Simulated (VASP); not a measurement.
```yaml
crystal:
  lattice:
    - [0.00000, 2.52671, 2.52671]
    - [2.52671, 0.00000, 2.52671]
    - [2.52671, 2.52671, 0.00000]
  atoms:
    - { symbol: Ga, position: [0.00000, 0.00000, 0.00000] }
    - { symbol: P, position: [0.25000, 0.25000, 0.25000] }
```

Calculation: PBEsol GGA, VASP's PBE PAW potentials (set 64) (plane waves; VASP). Settings: 500 eV cut-off, 9×9×9 Γ-centred mesh, Gaussian smearing of 0.050 eV, potentials Ga_d P.

### Question
What does the run give for the energy per atom (σ→0), pressure?

### Answer

```yaml
energy per atom (σ→0): -4.655 eV/atom
pressure: 30.00 GPa
```

Only differences to runs with the same potentials and settings are physical.

The compound is GaP in the zinc blende structure. It was relaxed first under an external pressure of 30 GPa.
